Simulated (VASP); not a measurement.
Data:

```
CELL_PARAMETERS angstrom
      3.75781     0.00000     0.00000
      0.00000     3.75781     0.00000
      0.00000     0.00000     4.68957
ATOMIC_POSITIONS crystal
  Sn 0.50000 0.00000 0.75756
  Sn 0.00000 0.50000 0.24244
  O  0.50000 0.50000 0.00000
  O  0.00000 0.00000 0.00000
```

Level of theory: optB86b-vdW, VASP's PBE PAW potentials (set 64) (plane waves; VASP). Settings: 520 eV cut-off, 6×6×5 Γ-centred mesh, Gaussian smearing of 0.050 eV, potentials Sn_d O.

Task: The ions and cell shape at fixed volume are relaxed. Give the cell that the relaxation ends in.

Result: 
```
CELL_PARAMETERS angstrom
      3.80055     0.00000     0.00000
      0.00000     3.80055     0.00000
      0.00000     0.00000     4.58468
ATOMIC_POSITIONS crystal
  Sn 0.50000 0.00000 0.74627
  Sn 0.00000 0.50000 0.25373
  O  0.50000 0.50000 0.00000
  O  0.00000 0.00000 0.00000
```
Space group P4/nmm (129), at a tolerance of 0.03 Å.

Task: How much energy does the relaxation gain?

Result: The energy (σ→0) changes by -13.3 meV/atom, in 8 ionic steps.

```tsv
step	E(σ→0) (eV)	max force (eV/Å)	pressure (GPa)	volume (Å³)
1	-13.4012	0.925	6.62	66.22
2	-13.4460	0.020	3.45	66.22
3	-13.4463	0.045	3.24	66.22
4	-13.4520	0.014	2.97	66.22
5	-13.4544	0.023	2.60	66.22
6	-13.4545	0.020	2.63	66.22
7	-13.4545	0.019	2.65	66.22
8	-13.4545	0.004	2.57	66.22
```

The compound is SnO in the litharge structure. This cell is one point of a volume scan, at 0.94 of the reference volume. Symmetry was kept, so distortions that lower it aren't found.
